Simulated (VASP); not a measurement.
# NaPdO3 (Pm-3m) in VASP: a series of runs

One crystal, NaPdO3, is run at these levels: LDA; tasks: single point.

Everything below comes from runs of VASP 6.6.1. Logs are shortened: lines on timing, memory, paths and dates and some standing lists are left out, and cuts for length are marked.

### 1 The structure

The structure is cubic, space group Pm-3m (No. 221). Conventional cell: a = 3.991 Å, b = 3.991 Å, c = 3.991 Å, α = 90.00°, β = 90.00°, γ = 90.00°. Na (site symmetry m-3m) has 12 O at 2.82 Å as nearest neighbours. Pd (site symmetry m-3m) is surrounded by 6 O at 2.00 Å. O (site symmetry 4/mmm) is surrounded by 2 Pd at 2.00 Å.

The cell comes from a database or a generator and needn't be the stable form of this composition.

### 2 Single point, LDA

INCAR

```
ALGO = Normal
EDIFF = 1E-6
ENCUT = 520
ISIF = 2
ISMEAR = -1
LASPH = T
LCHARG = F
LREAL = F
LWAVE = F
NBANDS = 26
NELM = 100
PREC = Accurate
SIGMA = 0.1
```

KPOINTS

```
k-points
0
Gamma
  5 5 5
```

POSCAR

```
NaPdO3
1.0
    3.9911490000      0.0000000000      0.0000000000
    0.0000000000      3.9911490000      0.0000000000
    0.0000000000      0.0000000000      3.9911490000
Na Pd O
1 1 3
Direct
    0.0000000000      0.0000000000      0.0000000000
    0.5000000000      0.5000000000      0.5000000000
    0.5000000000      0.5000000000      0.0000000000
    0.5000000000      0.0000000000      0.5000000000
    0.0000000000      0.5000000000      0.5000000000
```

Potentials or basis: VASP PAW LDA potentials, release 64 (Na_pv, Pd, O).

On the command line:

```sh
$ cat potpaw_LDA.64/Na_pv/POTCAR potpaw_LDA.64/Pd/POTCAR potpaw_LDA.64/O/POTCAR > POTCAR
$ mpirun -np 1 vasp_std > vasp.out
```

OUTCAR:

```text
EDIFF = 1E-6
   ENCUT = 520
   ISIF = 2
   ISMEAR = -1
   LASPH = T
   LREAL = F
   NELM = 100
   PREC = Accurate

 ion  position               nearest neighbor table
   1  0.000  0.000  0.000-
   2  0.500  0.500  0.500-   3 2.00   4 2.00   5 2.00   3 2.00   4 2.00   5 2.00
   3  0.500  0.500  0.000-   2 2.00   2 2.00
   4  0.500  0.000  0.500-   2 2.00   2 2.00
   5  0.000  0.500  0.500-   2 2.00   2 2.00

  LATTYP: Found a simple cubic cell.
 ALAT       =     3.9911490000

  Lattice vectors:

 A1 = (   3.9911490000,   0.0000000000,   0.0000000000)
 A2 = (   0.0000000000,   3.9911490000,   0.0000000000)
 A3 = (   0.0000000000,   0.0000000000,   3.9911490000)

Analysis of symmetry for initial positions (statically):
=====================================================================
 Subroutine PRICEL returns:
 Original cell was already a primitive cell.

 Routine SETGRP: Setting up the symmetry group for a
 simple cubic supercell.

 Subroutine GETGRP returns: Found 48 space group operations
 (whereof 48 operations were pure point group operations)
 out of a pool of 48 trial point group operations.

The static configuration has the point symmetry O_h .

Analysis of symmetry for dynamics (positions and initial velocities):
=====================================================================
 Subroutine PRICEL returns:
 Original cell was already a primitive cell.

 Routine SETGRP: Setting up the symmetry group for a
 simple cubic supercell.

 Subroutine GETGRP returns: Found 48 space group operations
 (whereof 48 operations were pure point group operations)
 out of a pool of 48 trial point group operations.

The dynamic configuration has the point symmetry O_h .

 Subroutine INISYM returns: Found 48 space group operations
 (whereof 48 operations are pure point group operations),
 and found     1 'primitive' translations

----------------------------------------------------------------------------------------

                                     Primitive cell

  volume of cell :      63.5761

  direct lattice vectors                    reciprocal lattice vectors
     3.991149000  0.000000000  0.000000000     0.250554414  0.000000000  0.000000000
     0.000000000  3.991149000  0.000000000     0.000000000  0.250554414  0.000000000
     0.000000000  0.000000000  3.991149000     0.000000000  0.000000000  0.250554414
[... 74 lines left out ...]
   NELM   =    100;   NELMIN=  2; NELMDL= -5     # of ELM steps
   EDIFF  = 0.1E-05   stopping-criterion for ELM
   LREAL  =      F    real-space projection
   EDIFFG = 0.1E-04   stopping-criterion for IOM
   NSW    =      0    number of steps for IOM
   IBRION =     -1    ionic relax: 0-MD 1-quasi-New 2-CG
   NFREE  =      0    steps in history (QN), initial steepest desc. (CG)
   ISIF   =      2    stress and relaxation
   ISYM   =      2    0-nonsym 1-usesym 2-fastsym
   POTIM  = 0.5000    time-step for ionic-motion
   TEBEG  =    0.0;   TEEND  =   0.0 temperature during run
   PSTRESS=    0.0 pullay stress
   NELECT =      35.0000    total number of electrons
   NUPDOWN=      -1.0000    fix difference up-down
   EMIN   =  10.00;   EMAX   =-10.00  energy-range for DOS
   EFERMI =   0.00;   METHOD = LEGACY
   ISMEAR =    -1;   SIGMA  =   0.10  broadening in eV -4-tet -1-fermi 0-gaus
   EFERMI_NEDOS =   21; number of points for ismear=-14 and -15
   IALGO  =     38    algorithm
   IMIX   =      4    mixing-type and parameters
     AMIX     =   0.40;   BMIX     =  1.00
     AMIX_MAG =   1.60;   BMIX_MAG =  1.00
  volume/ion in A,a.u.               =      12.72        85.81
  Fermi-wavevector in a.u.,A,eV,Ry     =   1.341733  2.535509 24.493869  1.800249
  Thomas-Fermi vector in A             =   2.469943
   LORBIT       =      0    0 simple, 1 ext, 2 COOP (PROOUT), +10 PAW based schemes
   GGA     = CA    functional components
   LHFCALC =     F    Hartree Fock is set to
   AEXX    =    0.0000 exact exchange contribution
   IVDW    =     0    specifies the selected vdW correction
   LEPSILON=     F    determine dielectric tensor
   LRPA    =     F    only Hartree local field effects (RPA)
 non-spin polarized calculation
  energy-cutoff  :      520.00
  volume of cell :       63.58
 maximum number of plane-waves:      1743
 NGX is ok and might be reduce to    30
   NGX = 15   NGY = 15   NGZ = 15

 number of electron      34.9999963 magnetization

 Free energy of the ion-electron system (eV)
  ---------------------------------------------------
  ext. energy  EPLUGINS =         0.00000000
  ---------------------------------------------------
  free energy    TOTEN  =       -26.99185169 eV

  energy without entropy =      -26.69122836  energy(sigma->0) =      -26.84154002

 E-fermi :   1.8536     XC(G=0): -10.7512

 val. band max:        1.8437848134   @ k =   0.4000   0.4000   0.0000
 cond. band min:       1.8755564908   @ k =   0.4000   0.4000   0.2000
 fundamental gap:      0.0317716774
 Fermi energy:         1.8536291264

 k-point     1 :       0.0000    0.0000    0.0000
  band No.  band energies     occupation
      1     -19.6189      2.00000
      2     -19.6189      2.00000
      3     -19.6189      2.00000
      4     -15.6169      2.00000
      5     -14.6529      2.00000
      6     -14.6529      2.00000
[... 279 lines left out ...]
     25      14.2831      0.00000
     26      14.2831      0.00000

------------------------ aborting loop because EDIFF is reached ----------------------------------------

  FORCE on cell =-STRESS in cart. coord.  units (eV):
  Direction    XX          YY          ZZ          XY          YZ          ZX
  --------------------------------------------------------------------------------------
  -------------------------------------------------------------------------------------
  Total       -4.4481730     -4.4481730     -4.4481730      0.0000000      0.0000000      0.0000000
  in kB     -112.0981443   -112.0981443   -112.0981443      0.0000000      0.0000000      0.0000000
  external PRESSURE =    -112.0981443 kB  Pullay stress =       0.0000000 kB

 VOLUME and BASIS-vectors are now :
 -----------------------------------------------------------------------------
  energy-cutoff  :      520.00
  volume of cell :       63.58
      direct lattice vectors                 reciprocal lattice vectors
     3.991149000  0.000000000  0.000000000     0.250554414  0.000000000  0.000000000
     0.000000000  3.991149000  0.000000000     0.000000000  0.250554414  0.000000000
     0.000000000  0.000000000  3.991149000     0.000000000  0.000000000  0.250554414

 POSITION                                       TOTAL-FORCE (eV/Angst)
 -----------------------------------------------------------------------------------
      0.00000      0.00000      0.00000         0.000000      0.000000      0.000000
      1.99557      1.99557      1.99557         0.000000      0.000000      0.000000
      1.99557      1.99557      0.00000         0.000000      0.000000      0.000000
      1.99557      0.00000      1.99557         0.000000      0.000000      0.000000
      0.00000      1.99557      1.99557         0.000000      0.000000      0.000000
 -----------------------------------------------------------------------------------
    total drift:                                0.000000      0.000000     -0.000000

  FREE ENERGIE OF THE ION-ELECTRON SYSTEM (eV)
  ---------------------------------------------------
  free  energy   TOTEN  =       -26.9918516920 eV

  energy  without entropy=      -26.6912283560  energy(sigma->0) =      -26.84154002
```

stdout:

```text
POSCAR found type information on POSCAR NaPdO
 POSCAR found :  3 types and       5 ions
 scaLAPACK will be used
 LDA part: xc-table for (Slater(with rela. corr.)+CA(PZ))
 , standard interpolation
 POSCAR, INCAR and KPOINTS ok, starting setup
 FFT: planning ... GRIDC
 FFT: planning ... GRID_SOFT
 FFT: planning ... GRID
 WAVECAR not read
 entering main loop
```

It took 20 s on 1 thread of Intel Xeon Platinum 8259CL at 2.50GHz (Skylake/Cascade Lake), shared host; peak memory 0.15 GiB.

What came out:

```
Free energy            : -26.9919 eV
Pressure               : -11.2 GPa
Band gap on the k mesh : none (metal or under the smearing width)
```

Levels at points of the mesh, in eV from the Fermi level:
| k point | band 16 | band 17 | band 18 | band 19 | band 20 | band 21 |
| --- | --- | --- | --- | --- | --- | --- |
| (0.00, 0.00, 0.00) | -1.03 | -1.03 | -0.97 | -0.97 | -0.97 | 4.81 |

Caveat: an odd number of electrons without spin polarisation forces a metal; a magnetic or distorted state may lie lower.

### 3 Single point, LDA

INCAR

```
SYSTEM = NaPdO3
PREC = Accurate
ENCUT = 520
EDIFF = 1E-6
ISMEAR = -1
SIGMA = 0.1
LREAL = .False.
LASPH = .True.
NELM = 100
ALGO = Normal
ISIF = 2
LWAVE = .False.
LCHARG = .False.
NBANDS = 26
```

KPOINTS

```
Automatic mesh
0
Gamma
  5 5 5
  0 0 0
```

POSCAR is that of step 2.

Potentials or basis: VASP PAW LDA potentials, release 64 (Na_pv, Pd, O).

On the command line:

```sh
$ cat potpaw_LDA.64/Na_pv/POTCAR potpaw_LDA.64/Pd/POTCAR potpaw_LDA.64/O/POTCAR > POTCAR
$ mpirun -np 1 vasp_std > vasp.out
```

Run time: 19 s. Hardware: 1 thread of Intel Xeon Platinum 8259CL at 2.50GHz (Skylake/Cascade Lake), shared host; peak memory 0.15 GiB.

The run converged. Its results:

- Free energy: -26.9919 eV
- Pressure: -11.2 GPa
- Band gap on the k mesh: none (metal or under the smearing width)

Levels at points of the mesh, in eV from the Fermi level:
```csv
k point,band 15,band 16,band 17,band 18,band 19,band 20,band 21,band 22
"(0.00, 0.00, 0.00)",-1.03,-1.03,-1.03,-0.97,-0.97,-0.97,4.81,10.63
```

Caveat: an odd number of electrons without spin polarisation forces a metal; a magnetic or distorted state may lie lower.
